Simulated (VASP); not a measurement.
Output of a VASP run:

### OSZICAR
```
       N       E                     dE             d eps       ncg     rms          rms(c)
DAV:   1     0.167510124747E+02    0.16751E+02   -0.49097E+03  3074   0.901E+02
DAV:   2    -0.242177678160E+02   -0.40969E+02   -0.39285E+02  3061   0.191E+02
DAV:   3    -0.245294009907E+02   -0.31163E+00   -0.31157E+00  3485   0.204E+01
DAV:   4    -0.245302652829E+02   -0.86429E-03   -0.86420E-03  3373   0.961E-01
DAV:   5    -0.245302738327E+02   -0.85499E-05   -0.85478E-05  3291   0.841E-02    0.626E+00
DAV:   6    -0.208743197176E+02    0.36560E+01   -0.81420E+00  2989   0.326E+01    0.505E+00
DAV:   7    -0.210262141002E+02   -0.15189E+00   -0.55994E-01  2978   0.746E+00    0.250E+00
DAV:   8    -0.210169749536E+02    0.92391E-02   -0.33117E-02  2978   0.164E+00    0.120E-01
DAV:   9    -0.210324718611E+02   -0.15497E-01   -0.31299E-02  3056   0.139E+00    0.170E-01
DAV:  10    -0.210329553188E+02   -0.48346E-03   -0.18220E-03  3016   0.511E-01    0.642E-02
DAV:  11    -0.210356689503E+02   -0.27136E-02   -0.48447E-03  3031   0.587E-01    0.669E-02
DAV:  12    -0.210354585927E+02    0.21036E-03   -0.15696E-04  3276   0.131E-01    0.511E-02
DAV:  13    -0.210355663755E+02   -0.10778E-03   -0.16517E-04  3030   0.138E-01    0.225E-02
DAV:  14    -0.210356043395E+02   -0.37964E-04   -0.10551E-04  3120   0.853E-02    0.557E-03
DAV:  15    -0.210356028118E+02    0.15277E-05   -0.38290E-06  3236   0.221E-02    0.137E-03
DAV:  16    -0.210356023036E+02    0.50818E-06   -0.21116E-07  3022   0.500E-03    0.134E-03
DAV:  17    -0.210356026797E+02   -0.37608E-06   -0.40876E-07  3013   0.768E-03    0.223E-04
DAV:  18    -0.210356026694E+02    0.10274E-07   -0.27155E-08  1648   0.178E-03
   1 F= -.21035603E+02 E0= -.21035603E+02  d E =0.000000E+00
       N       E                     dE             ncg
```

File OUTCAR:
```
------------------------ aborting loop because EDIFF is reached ----------------------------------------
  FORCE on cell =-STRESS in cart. coord.  units (eV):
  Direction    XX          YY          ZZ          XY          YZ          ZX
  --------------------------------------------------------------------------------------
  Total        0.0045117      0.0045117      0.0045117     -0.0000000      0.0000000     -0.0000000
  in kB        0.4264865      0.4264865      0.4264865     -0.0000000      0.0000000     -0.0000000
  external PRESSURE =       0.4264865 kB  Pullay stress =       0.0000000 kB
  volume of cell :       16.95
      direct lattice vectors                 reciprocal lattice vectors
     0.000000000  2.038788113  2.038788113    -0.245243729  0.245243729  0.245243729
     2.038788113  0.000000000  2.038788113     0.245243729 -0.245243729  0.245243729
     2.038788113  2.038788113  0.000000000     0.245243729  0.245243729 -0.245243729
 POSITION                                       TOTAL-FORCE (eV/Angst)
 -----------------------------------------------------------------------------------
      0.00000      0.00000      0.00000         0.000000      0.000000      0.000000
 -----------------------------------------------------------------------------------
    total drift:                               -0.000000     -0.000000     -0.000000
  FREE ENERGIE OF THE ION-ELECTRON SYSTEM (eV)
  ---------------------------------------------------
  free  energy   TOTEN  =       -21.0356026694 eV

  energy  without entropy=      -21.0356026694  energy(sigma->0) =      -21.03560267

 total charge

# of ion       s       p       d       tot
------------------------------------------
    1        0.447   0.304   9.174   9.924
```
(Selected blocks of OUTCAR.)

POSCAR:
```
Ag
1
    0.0000000000     2.0387881128     2.0387881128
    2.0387881128     0.0000000000     2.0387881128
    2.0387881128     2.0387881128    -0.0000000000
Ag
1
Direct
  0.0000000000   0.0000000000   0.0000000000
```

Question: Write an INCAR and KPOINTS that could have produced this output.

Answer: This is not unique; one that fits is the input of the run itself, r2SCAN+rVV10, plane waves, VASP's PBE PAW potentials (set 64).

**KPOINTS_OPT**
```
k-points along high-symmetry lines
10
Line-mode
Reciprocal
  0.000000   0.000000   0.000000 ! GAMMA
  0.500000   0.000000   0.500000 ! X

  0.500000   0.000000   0.500000 ! X
  0.625000   0.250000   0.625000 ! U

  0.375000   0.375000   0.750000 ! K
  0.000000   0.000000   0.000000 ! GAMMA

  0.000000   0.000000   0.000000 ! GAMMA
  0.500000   0.500000   0.500000 ! L

  0.500000   0.500000   0.500000 ! L
  0.500000   0.250000   0.750000 ! W

  0.500000   0.250000   0.750000 ! W
  0.500000   0.000000   0.500000 ! X
```

### INCAR
```
LMIXTAU = .TRUE.
LREAL = .FALSE.   # projection in real space or not
CPARAM = 0.0093
ISIF = 2
LUSE_VDW = .TRUE.
LORBIT = 11   # lm-projected
BPARAM = 11.95
ENCUT = 400   # plane-wave cut-off (eV)
PREC = Accurate
METAGGA = R2SCAN
LMAXMIX = 4
NELM = 100   # most electronic steps
LCHARG = .FALSE.
LWAVE = .FALSE.
LASPH = .TRUE.   # aspherical one-centre terms
ISMEAR = -5   # tetrahedra, Bloechl
ALGO = Normal
SYSTEM = Ag
EDIFF = 1E-7   # SCF stop (eV)
NEDOS = 601   # DOS grid
```

File KPOINTS:
```
Automatic
0
gamma
17 17 17
0 0 0
```

POTCAR, in this order: Ag (PBE.64 set). Program: vasp_std.

For a metal the tetrahedron method with Blöchl corrections gives inexact stress and forces.

The structure comes from a measured Ag entry (Fm-3m) of the Crystallography Open Database, whose conditions weren't checked. It was relaxed first.
